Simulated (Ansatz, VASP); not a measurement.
## Si in two plane-wave programs

Aim: how closely do two programs agree when they are given the same cell, functional and k mesh? The cell is taken from a series of VASP runs on this material, whose earlier steps may have relaxed, scaled or displaced it; both programs get it as it stands.

Method: plane waves, with VASP 6.6.1 beside it; relaxation of cell and atoms at PBE, in Ansatz 0.2.0.

### 1. Starting point

Symmetry: Fd-3m, No. 227, cubic system. The conventional cell has a = 5.468 Å, b = 5.468 Å, c = 5.468 Å, α = 90.00°, β = 90.00°, γ = 90.00°. Si has 4 Si at 2.37 Å nearest.

Coordinates:

```xyz
2
Lattice="0.0000 2.7342 2.7342 2.7342 0.0000 2.7342 2.7342 2.7342 0.0000" Properties=species:S:1:pos:R:3 pbc="T T T"
Si    0.0000    0.0000    0.0000
Si    1.3671    1.3671    1.3671
```

### 2. VASP: relaxation of cell and atoms, PBE

The relaxed volume is the usual yardstick between codes: its relative difference is about their pressure difference at one cell divided by the bulk modulus.

Lines of VASP's logs that name or quote its potential files are left out, and so is its time.

Contents of INCAR:

```
SYSTEM = Si
PREC = Accurate
ENCUT = 450
EDIFF = 1E-07
NELM = 120
ISMEAR = 0
SIGMA = 0.02
LREAL = .FALSE.
ALGO = Normal
GGA = PE
NBANDS = 10
LORBIT = 11
LWAVE = .FALSE.
LCHARG = .FALSE.
KPAR = 8
IBRION = 2
NSW = 40
ISIF = 3
EDIFFG = -0.005
POTIM = 0.4
```

Contents of POSCAR:

```
Si
1.0
    0.0000000000      2.7342232664      2.7342232664
    2.7342232664      0.0000000000      2.7342232664
    2.7342232664      2.7342232664      0.0000000000
Si
2
Direct
    0.0000000000      0.0000000000      0.0000000000
    0.2500000000      0.2500000000      0.2500000000
```

Contents of KPOINTS:

```
Automatic mesh
0
Gamma
10 10 10
0 0 0
```

PAW data sets: Si (PBE family, release 64).

The run is started by

```
mpirun -np 8 vasp_std
```

Numbers of over 12 decimals in the logs are rounded to 6 here.

Log:

```text
[banner, memory and clock lines left out]
running    8 mpi-ranks, on    1 nodes
 distrk:  each k-point on    1 cores,    8 groups
 distr:  one band on    1 cores,    1 groups

 POSCAR found type information on POSCAR Si
 POSCAR found :  1 types and       2 ions
|                                                                             |
|           W    W    AA    RRRRR   N    N  II  N    N   GGGG   !!!           |
|           W    W   A  A   R    R  NN   N  II  NN   N  G    G  !!!           |
|           W    W  A    A  R    R  N N  N  II  N N  N  G       !!!           |
|           W WW W  AAAAAA  RRRRR   N  N N  II  N  N N  G  GGG   !            |
|           WW  WW  A    A  R   R   N   NN  II  N   NN  G    G                |
|           W    W  A    A  R    R  N    N  II  N    N   GGGG   !!!           |
|                                                                             |
|     For optimal performance we recommend to set                             |
|       NCORE = 2 up to number-of-cores-per-socket                            |
|     NCORE specifies how many cores store one orbital (NPAR=cpu/NCORE).      |
|     This setting can greatly improve the performance of VASP for DFT.       |
|     The default, NCORE=1 might be grossly inefficient on modern             |
|     multi-core architectures or massively parallel machines. Do your        |
|     Unfortunately you need to use the default for GW and RPA                |
|     calculations (for HF NCORE is supported but not extensively tested      |
|     yet).                                                                   |
|                                                                             |

 LDA part: xc-table for (Slater+PW92), standard interpolation
 POSCAR, INCAR and KPOINTS ok, starting setup
 FFT: planning ... GRIDC
 FFT: planning ... GRID_SOFT
 FFT: planning ... GRID
 WAVECAR not read
 entering main loop
       N       E                     dE             d eps       ncg     rms          rms(c)
DAV:   1     0.508140250773E+01    0.50814E+01   -0.30203E+03   940   0.547E+02
DAV:   2    -0.105739073354E+02   -0.15655E+02   -0.14648E+02  1272   0.783E+01
DAV:   3    -0.110141970828E+02   -0.44029E+00   -0.43949E+00  1232   0.119E+01
DAV:   4    -0.110174959232E+02   -0.32988E-02   -0.32984E-02  1174   0.115E+00
DAV:   5    -0.110175229020E+02   -0.26979E-04   -0.26979E-04  1186   0.960E-02    0.475E+00
DAV:   6    -0.109015146040E+02    0.11601E+00   -0.68909E-02  1054   0.115E+00    0.289E+00
DAV:   7    -0.108478051990E+02    0.53709E-01   -0.13342E-01  1080   0.172E+00    0.169E-01
DAV:   8    -0.108490063557E+02   -0.12012E-02   -0.48819E-03  1074   0.411E-01    0.797E-02
DAV:   9    -0.108492075803E+02   -0.20122E-03   -0.19668E-04  1190   0.911E-02    0.569E-02
DAV:  10    -0.108492321434E+02   -0.24563E-04   -0.23606E-05  1090   0.296E-02    0.538E-03
DAV:  11    -0.108492326525E+02   -0.50913E-06   -0.15139E-06  1196   0.702E-03    0.282E-03
DAV:  12    -0.108492328974E+02   -0.24490E-06   -0.44986E-07  1014   0.438E-03    0.856E-04
DAV:  13    -0.108492329061E+02   -0.86809E-08   -0.26700E-09   558   0.376E-04
   1 F= -.10849233E+02 E0= -.10849233E+02  d E =-.108492E+02
 curvature:   0.00 expect dE= 0.000E+00 dE for cont linesearch  0.000E+00
 trial: gam= 0.00000 g(F)=  0.197E-48 g(S)=  0.145E-06 ort = 0.000E+00 (trialstep = 0.100E+01)
 search vector abs. value=  0.145E-06
 reached required accuracy - stopping structural energy minimisation
```

OUTCAR, selected parts (step 2):

```text
ion  position               nearest neighbor table
   1  0.000  0.000  0.000-   2 2.37   2 2.37   2 2.37   2 2.37
   2  0.250  0.250  0.250-   1 2.37   1 2.37   1 2.37   1 2.37

  LATTYP: Found a face centered cubic cell.
 ALAT       =     5.4684465328

 Subroutine GETGRP returns: Found 48 space group operations
 (whereof 24 operations were pure point group operations)

The static configuration has the point symmetry T_d .
 The point group associated with its full space group is O_h .

 Found     47 irreducible k-points:

   k-points           NKPTS =     47   k-points in BZ     NKDIM =     47   number of bands    NBANDS=     10

   dimension x,y,z NGX =    28 NGY =   28 NGZ =   28
   dimension x,y,z NGXF=    56 NGYF=   56 NGZF=   56

   ENCUT  =  450.0 eV  33.07 Ry    5.75 a.u.   6.69  6.69  6.69*2*pi/ulx,y,z

   NELECT =       8.0000    total number of electrons

 k-points in reciprocal lattice and weights: Automatic mesh
   0.00000000  0.00000000  0.00000000       0.001
   0.10000000  0.00000000  0.00000000       0.008
   0.20000000  0.00000000  0.00000000       0.008
   0.30000000  0.00000000  0.00000000       0.008
   0.40000000  0.00000000  0.00000000       0.008
   0.50000000  0.00000000  0.00000000       0.004
   0.10000000  0.10000000  0.00000000       0.006
   0.20000000  0.10000000  0.00000000       0.024
   0.30000000  0.10000000  0.00000000       0.024
[...]
-0.30000000  0.40000000  0.20000000       0.024
  -0.30000000  0.50000000  0.20000000       0.012

 average (electrostatic) potential at core
       1 -83.4801       2 -83.4801

 E-fermi :   5.7408

 k-point     1 :       0.0000    0.0000    0.0000
  band No.  band energies     occupation
      1      -6.1980      2.00000
      2       5.6177      2.00000
      3       5.6177      2.00000
      4       5.6177      2.00000
      5       8.1747      0.00000
      6       8.1747      0.00000
      7       8.1747      0.00000
      8       8.7534      0.00000
      9      13.3273      0.00000
    ...

 k-point     2 :       0.1000    0.0000    0.0000
  band No.  band energies     occupation
      1      -6.0694      2.00000
      2       4.4757      2.00000
      3       5.4239      2.00000
      4       5.4239      2.00000
      5       8.1409      0.00000
      6       8.4605      0.00000
      7       8.4605      0.00000
      8       9.7231      0.00000
      9      12.9773      0.00000
    ...

 k-point     3 :       0.2000    0.0000    0.0000
  band No.  band energies     occupation
      1      -5.6899      2.00000
      2       2.6357      2.00000
      3       5.0501      2.00000
      4       5.0501      2.00000
      5       7.7709      0.00000
      6       8.9623      0.00000
      7       8.9623      0.00000
      8      11.4976      0.00000
      9      12.6665      0.00000
    ...

  Total        0.0015831      0.0015831      0.0015831      0.0000000     -0.0000000      0.0000000
  in kB        0.0620424      0.0620424      0.0620424      0.0000000     -0.0000000      0.0000000
  external PRESSURE =       0.0620424 kB  Pullay stress =       0.0000000 kB

  energy-cutoff  :      450.00
  volume of cell :       40.88
      direct lattice vectors                 reciprocal lattice vectors
     0.000000000  2.734223266  2.734223266    -0.182867290  0.182867290  0.182867290
     2.734223266  0.000000000  2.734223266     0.182867290 -0.182867290  0.182867290
     2.734223266  2.734223266  0.000000000     0.182867290  0.182867290 -0.182867290

 POSITION                                       TOTAL-FORCE (eV/Angst)
 -----------------------------------------------------------------------------------
      0.00000      0.00000      0.00000        -0.000000     -0.000000     -0.000000
      1.36711      1.36711      1.36711         0.000000      0.000000      0.000000
 -----------------------------------------------------------------------------------
    total drift:                                0.000000      0.000000     -0.000000

  FREE ENERGIE OF THE ION-ELECTRON SYSTEM (eV)
  ---------------------------------------------------
  free  energy   TOTEN  =       -10.8492329061 eV

  energy  without entropy=      -10.8492329061  energy(sigma->0) =      -10.84923291

 reached required accuracy - stopping structural energy minimisation

 total charge
# of ion       s       p       d       tot
------------------------------------------
    1        0.751   0.928   0.000   1.679
    2        0.751   0.928   0.000   1.679
--------------------------------------------------
tot          1.502   1.856   0.000   3.358

[... 3 further parts left out ...]
```

CONTCAR:

```
Si
   1.00000000000000
     0.0000000000000000    2.7342232663999999    2.7342232663999999
     2.7342232663999999    0.0000000000000000    2.7342232663999999
     2.7342232663999999    2.7342232663999999    0.0000000000000000
  Si
     2
Direct
     0.0000000000000000    0.0000000000000000    0.0000000000000000
     0.2500000000000000    0.2500000000000000    0.2500000000000000
```

### 3. Ansatz: relaxation of cell and atoms, PBE

Ansatz runs on its default PAW (the set named soft_2) files.

The same cell, functional, mesh and smearing now go to Ansatz, which takes its cutoff from its data sets.

Contents of input.yaml:

```yaml
crystal:
  lattice:
    - [0.0, 2.7342232664, 2.7342232664]
    - [2.7342232664, 0.0, 2.7342232664]
    - [2.7342232664, 2.7342232664, 0.0]
  atoms:
    - { symbol: Si, position: [0.0, 0.0, 0.0] }
    - { symbol: Si, position: [0.25, 0.25, 0.25] }
hamiltonian:
  xc: pbe
  pseudopotentials: { kind: paw }
kpoints:
  mp_grid: { grid: [10, 10, 10] }
scf:
  occupations: { method: gaussian, width: 0.02 }
relax:
  f_tol: 0.01
  max_steps: 60
  cell: { stress_tol: 0.05 }
output:
  forces: true
  stress: true
```

The run is started by

```
ansatz run input.yaml --threads 4 --pin off --max-ram 9216MiB --backend cpu --events-out ev --progress --plain --runs-dir out
```

Log:

```text
Engine: ansatz 0.2.0, x86_64-unknown-linux-gnu
Pseudopotentials: kind: paw
Pseudopotential: Si, paw, valence charge 4, recommended cutoff 420 eV (normal), Si.paw.azcp
Functional definition: PBE
  parameter kappa = 0.804
  parameter beta = 0.066725
  exchange = pbe_x(kappa = kappa, mu = beta*pi^2/3)
  correlation = pbe_c(beta = beta)
Crystal: 2 atoms, lattice volume = 40.882 Å³
Basis set: ecut = 420 eV, 821 PW (Γ), exchange–correlation on 54×54×54 points (8 copies of the dense FFT grid, shifted against one another)
Bands: 8, of which v1, the nominal top of the filled ones, is band 4 counted from 1 (3 counted from 0)
Symmetry: 48 space group operations
Space group: Fd-3m (ITA 227), of the structure as read, at distance tolerance 3.4e-5 Å
k-points: 47 of 1000
Non-local potential: Si, projectors of the file, l = 0: 2, l = 1: 2, l = 2: 2
PAW form: soft (Blöchl's): semilocal exchange-correlation on the pseudo side does not see the compensation charge
PAW one-centre angular grid: Si, 110 points (default); XC on 64 Gauss nodes
Initial density: superposition of atomic densities (neutral atoms: chi_scale 0, normalization atom), corrected by the library's trained network
Initial wavefunctions: pseudopotential atomic-orbital guess
Functional: x = pbe(κ = 0.804, μ = 0.219515), c = pbe(β = 0.066725)
SCF iter   1: F=—  HF=-1271.619182 eV  |F-HF|=—  |Δ(HF+E_count)|=         —  Δρ=1.32e-3  dr2=4.58e-4  ethr=1.77e-3  ⟨swp⟩=6.2  Hψ=3413  notcnv=0
preconditioner: auto → none  [insulator: Δε(μ)=0.613 eV  Ē_g=9.378 eV  σ=0.020 eV  W_gap=1.00  n_scr=8 (ndim 8)  ℏωp=16.4 eV  f_vac=0.000  D(μ)=0.00/eV (n_scr^D=0)  ε∞_Penn≈4.1]
SCF iter   2: F=—  HF=-1271.619563 eV  |F-HF|=—  |Δ(HF+E_count)|=   3.80e-4  Δρ=5.30e-4  dr2=6.64e-5  ethr=5.73e-6  ⟨swp⟩=2.1  Hψ=962  notcnv=0
SCF iter   3: F=—  HF=-1271.619614 eV  |F-HF|=—  |Δ(HF+E_count)|=   5.14e-5  Δρ=1.02e-4  dr2=2.66e-6  ethr=8.30e-7  ⟨swp⟩=2.0  Hψ=564  notcnv=0
iter 4 did not close the SCF: its close was put off for the readings that it lacked (scf_convergence_deferred on its scf_iter line)
SCF iter   4: F=-1271.619616 eV  HF=-1271.619616 eV  |F-HF|=2.01e-8  |Δ(HF+E_count)|=   1.90e-6  Δρ=1.11e-5  dr2=3.08e-8  ethr=3.33e-8  ⟨swp⟩=2.0  Hψ=564  notcnv=0
iter 5 did not close the SCF: its close was put off for the readings that it lacked (scf_convergence_deferred on its scf_iter line)
SCF iter   5: F=-1271.619616 eV  HF=-1271.619616 eV  |F-HF|=2.30e-10  |Δ(HF+E_count)|=   2.47e-8  Δρ=8.56e-7  dr2=1.18e-10  ethr=3.85e-10  ⟨swp⟩=2.7  Hψ=555  notcnv=0
SCF iter   6: F=-1271.619616 eV  HF=-1271.619616 eV  |F-HF|=4.55e-13  |Δ(HF+E_count)|=  2.48e-10  Δρ=6.35e-8  dr2=1.14e-12  ethr=1.48e-12  ⟨swp⟩=1.0  Hψ=1128  notcnv=0
SCF 1 converged in 6 iterations: F = -1271.619616 eV  dr2 = 1.14e-12
  greatest PAW one-centre occupation: 0.633 electrons in one spin orbital (limit 2), on the Si atom at site 1 (counted from 0), in its partial waves of l = 0
relax step   1: F+E_penalty+E_count = -1271.61961606 eV  Δ(F+E_penalty+E_count) = +0.000e0 eV  max|allowed force component| = 1.850e-17 eV/Å  Δτ_max = 0.0000 Å  P = +0.087 GPa  Ω = 40.882 Å³  (6 SCF iters, dr2 threshold 1.00e-7 eV, accepted)
[...]
relax step   2: F+E_penalty+E_count = -1271.61962210 eV  Δ(F+E_penalty+E_count) = -6.035e-6 eV  max|allowed force component| = 7.980e-17 eV/Å  Δτ_max = 0.0000 Å  P = +0.020 GPa  Ω = 40.912 Å³  energy of the carried Pulay correction = -4.139e-6 eV  (3 SCF iters, dr2 threshold 1.88e-8 eV, accepted)
[...]
relax step   3: F+E_penalty+E_count = -1271.61962250 eV  Δ(F+E_penalty+E_count) = -4.032e-7 eV  max|allowed force component| = 7.517e-17 eV/Å  Δτ_max = 0.0000 Å  P = +0.020 GPa  Ω = 40.912 Å³  stress off target by 2.04e-2 GPa  SCF on the basis re-selected at this cell (its energy is not comparable with the rows above)  (4 SCF iters)
basis re-selected at this cell: Δ(F+E_penalty+E_count) = -4.032e-7 eV, ΔP = +0.000 GPa vs the last step (what re-selecting the basis moved, of the pressure what is left beyond the Pulay correction that the steps carried, after the strain that the cell walked since its last selection, with what the two solves' SCF thresholds leave and, on support functions, any second-order correction that the steps lacked; it is no m [...]
SCF converged after 4 iterations
Free energy (F): -1271.619622 eV
Harris-Foulkes:  -1271.619622 eV  (|F-HF|=6.82e-13)
Internal energy: -1271.619622 eV  (E = F + TS)
E sigma→0 (E₀):  -1271.619622 eV
Fermi energy:    6.313417 eV
--- Per-component energies (eV) ---
  E_band       = 8.028420
  E_kinetic    = 80.144946
  E_local      = -56.138278  (includes V_loc(G=0)·N_el)
  E_nonlocal   = 51.751231
  E_hartree    = 15.175304
  E_xc         = -110.124478
  E_vxc        = -93.156311  (∫ρ·V_xc dr)
  E_paw        = -1025.530366  (= ΣΔE_a)
  E_vpaw       = -4.923799  (= ΣTr[D̂ρ^β])
  E_aug_tail   = 0.000013  (compensation charges beyond the density's cutoff)
  E_ewald      = -226.897994
  E_smearing   = -0.000000  (= −TS)
  E_closure    = 0.000000  (closes the sum)
  Σ components = -1271.619622   (vs F -1271.619622, Δ=0.00e0)
--- Forces (eV/Å), atoms counted from 1 ---
  atom   1  Si    -0.00000000    -0.00000000    -0.00000000
  atom   2  Si     0.00000000     0.00000000     0.00000000
  max |Σ_I F_I| component: 6.48e-17 eV/Å
--- Stress (GPa, compression-positive) ---
        0.020390      -0.000000      -0.000000
       -0.000000       0.020390      -0.000000
       -0.000000      -0.000000       0.020390
  P = ⅓ Tr σ = 0.0204 GPa (0.204 kbar)
--- Relaxed structure (2 steps of the walk, 2 accepted, 1 SCFs on fresh bases) ---
  F+E_penalty+E_count = -1271.61962250 eV   max|allowed force component| = 7.517e-17 eV/Å   (the final SCF, on the basis selected at the relaxed cell)
  cell:  # Å, volume = 40.9124 Å³
    - [0, 2.734902, 2.734902]
    - [2.734902, 0, 2.734902]
    - [2.734902, 2.734902, 0]
  atoms:
    - { symbol: Si, position: [0, 0, 0] }
    - { symbol: Si, position: [0.25, 0.25, 0.25] }
```

Elapsed: 5.2 s, on 4 threads of INTEL XEON PLATINUM 8581C at 2.30GHz (Emerald Rapids), shared host; peak memory 0.39 GiB.

### 4. Differences

Known differences besides the potentials themselves: both relaxations stop at a tolerance, which leaves soft axes loose, and VASP keeps its plane-wave basis; the cutoff is 420 eV in Ansatz and 450 eV in VASP; VASP leaves aspherical gradient terms in its spheres out (LASPH is not set), Ansatz keeps them; Ansatz adds a Pulay correction to the stress that steers its cell, VASP none. Total energies have different zeros and are not compared.

Compared:

```
                                         quantity  Ansatz   VASP  difference
                                      volume (Å³)   40.91  40.88     +0.07 %
edge a after relaxation, in the typed setting (Å)   3.868  3.867     +0.02 %
```

The walks stopped with 0.02 GPa left in Ansatz and 0.01 GPa in VASP; each walk ends within a tolerance, so the volume difference is uncertain by about these residues over the bulk modulus, most in soft cells.

### 5. Results

| Quantity | Value |
| --- | --- |
| difference in volume (relaxation of cell and atoms, PBE) | 0.075 % |

**Reading.** The difference in volume is 0.075 % (relaxation of cell and atoms, PBE), within the 1.2 % picked in this series as the mark of a large difference, as far as the stopping tolerances let one tell. Such differences can come from data sets, numerical settings and the points named under the comparisons, not from the functional's error against experiment.

[Lines on the potential files, build, host, timing and source positions are cut from VASP's logs without a mark.]

[Logs are printed without paths, hosts, clocks, repeated set-up lines and the standing remarks that a program may print on its own settings, such as how far it seeks lower states.]

[Hosts, paths, dates, database ids (printed as entryN), source tags and the programs' standing remarks are cut or masked in the printed files.]
